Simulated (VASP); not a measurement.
```
Al2Cu
1.0
   -3.01154     3.01154     2.38744
    3.01154    -3.01154     2.38744
    3.01154     3.01154    -2.38744
Al Cu
4 2
Direct
  0.65810   0.15810   0.81621
  0.15810   0.34190   0.50000
  0.84190   0.65810   0.50000
  0.34190   0.84190   0.18379
  0.75000   0.75000   0.00000
  0.25000   0.25000   0.00000
```

These are PBEsol GGA, VASP's PBE PAW potentials (set 64) (plane waves; VASP 6.6.1) values and carry that method's errors. Settings: 400 eV cut-off, Gaussian smearing of 0.050 eV, potentials Al Cu.

Task: Give the energies of bands 7 to 20 at the high-symmetry points, in eV from the Fermi level.

Result: 
```
band      Γ      X      M      Z      P      N
----  -----  -----  -----  -----  -----  -----
7     -4.17  -4.47  -4.97  -4.90  -4.32  -4.34
8     -3.87  -4.36  -4.58  -4.50  -4.32  -4.34
9     -3.54  -3.96  -4.50  -4.30  -4.30  -4.22
10    -3.25  -3.77  -4.25  -4.22  -4.30  -4.22
11    -3.25  -3.26  -4.21  -3.92  -4.06  -4.19
12    -3.08  -3.25  -3.89  -3.80  -4.06  -4.19
13    -3.08  -2.83  -3.45  -3.42  -3.84  -3.18
14    -2.13  -2.76  -3.26  -3.30  -3.84  -3.18
15    -1.31  -1.59  -3.26  -3.30   0.33  -2.66
16    -1.20  -1.41  -1.80  -0.97   0.33  -2.66
17    -1.20  -0.89   2.64   1.54   0.72   0.17
18    -0.88  -0.59   2.96   1.78   0.72   0.17
19    -0.21   0.70   2.96   1.78   1.78   4.02
20     0.00   1.18   3.37   2.10   1.78   4.03
```

It has no gap at this level: it comes out as a metal or semimetal.

The compound is Al2Cu in the sg140 structure. It was relaxed first.
